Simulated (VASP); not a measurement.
Write the native input for VASP 6.6.1 that does the following.

| Quantity | Value |
| --- | --- |
| Task | single point |
| Functional | PBEsol |
| Potentials or basis | VASP PAW PBE potentials, release 64 (Ti_sv, Ga_d, As) |
| Cutoff | 350 eV |
| k mesh | 2 × 2 × 2 |
| Occupations | gaussian, width 0.03 eV |
| Spin | collinear spin, ferromagnetic start |
| Starting moments | [2.0, 0.0, 0.0, 0.0, 0.0, 0.0, 0.0, 0.0, 0.0, 0.0, 0.0, 0.0, 0.0, 0.0, 0.0, 0.0, 0.0, 0.0, 0.0, 0.0, 0.0, 0.0, 0.0, 0.0] μB |
| Fixed moment | 2 μB |
| Dq | -1 |
| Further INCAR settings | LREAL = Auto; ALGO = Normal; EDIFF = 1e-05; NBANDS = 130; ISYM = 0; NELECT = 216.0 |

The structure of TiGa11As12 (a cell with a defect) lies in POSCAR:

```
TiGa11As12                              
1.0
    0.0000000000      8.4805500000      8.4805500000
    5.6537000000      0.0000000000      5.6537000000
    5.6537000000      5.6537000000      0.0000000000
  Ti              Ga              As            
     1    11    12
Direct
     0.9926381835577227    0.0019685736489561    0.0024657738609093
     0.0028433883730136    0.0023238777615191    0.4966099647896349
     0.0027388380141165    0.4963320272198283    0.0044235712854804
     0.0025295375034617    0.4959625439634510    0.4981723206464916
     0.3284456989479638    0.0041527165362125    0.0060427803153396
     0.3343287589517888    0.0015961291448685    0.4963909686238455
     0.3342680452194948    0.4946320526550666    0.0035992306554386
     0.3305823969556592    0.5013591372230209    0.5033091869673131
     0.6683855160588784    0.9990594942755628    0.9997331489058238
     0.6612454487341647    0.0019918804279101    0.5058397162368349
     0.6614057662082203    0.5044557918217246    0.0035164998153767
     0.6668439088165393    0.5000835707673850    0.5013472121598026
     0.0827009848401704    0.1258364375254044    0.1262106578957913
     0.0867503277638514    0.1248869366637731    0.6192766258316094
     0.0867045807368016    0.6188488035308185    0.1270733670644161
     0.0807981982700602    0.6258613076320773    0.6279807620030016
     0.4215006156148377    0.1204626895245610    0.1221328521577745
     0.4123284799576489    0.1255153374985406    0.6317615023029876
     0.4124310180017434    0.6298589957658709    0.1275039892857689
     0.4166770313797328    0.6249077107797910    0.6268760166280057
     0.7354361736070519    0.1333719400290475    0.1346125856362556
     0.7518217198484120    0.1241651680634985    0.6247775058050848
     0.7517841745172710    0.6240241432501413    0.1253740983020872
     0.7503282081213986    0.6252457342909790    0.6268736628249143
```

One way to write it, as run:

INCAR

```
PREC = Accurate ; ENCUT = 350
EDIFF = 1E-5 ; ISMEAR = 0
SIGMA = 0.03 ; LREAL = Auto
LASPH = True ; NELM = 120
ALGO = Normal ; ISIF = 2
LWAVE = False ; LCHARG = False
ISPIN = 2 ; MAGMOM = 2 0 0 0 0 0 0 0 0 0 0 0 0 0 0 0 0 0 0 0 0 0 0 0
LORBIT = 11 ; NUPDOWN = 2
LMAXMIX = 4 ; GGA = PS
NBANDS = 130 ; NELECT = 216.0
ISYM = 0 ; KPAR = 2
```

KPOINTS

```
Automatic mesh
0
Gamma
  2 2 2
```

Potentials or basis: VASP PAW PBE potentials, release 64 (Ti_sv, Ga_d, As).

Run with:

```sh
$ cat potpaw_PBE.64/Ti_sv/POTCAR potpaw_PBE.64/Ga_d/POTCAR potpaw_PBE.64/As/POTCAR > POTCAR
$ mpirun -np 4 vasp_std > vasp.out
```

Results of the run:

```
Largest force                                         : 0.468 eV/Å
Net moment                                            : 2.00 μB per cell
Site moments                                          : Ti +1.01; Ga +0.03, +0.02, +0.01; As -0.01, +0.02, +0.01, -0.00 μB
Valence electrons inside the program's atomic spheres : Ti 10.29; Ga 11.71, 11.70, 11.72, 11.69; As 2.89, 2.85, 2.87, 2.90, 2.84
```

Caveat: the k mesh is coarse (spacing up to 0.48 Å⁻¹), so the values aren't converged; the PAW data sets were made with another functional, which shifts forces and pressure a little; the total moment is fixed, so each spin has its own Fermi level.

Run time: 9.6 min on 4 MPI ranks on Intel(R) Xeon(R) Platinum 8488C (Sapphire Rapids), with other jobs on the host, peak memory 0.52 GiB a rank.
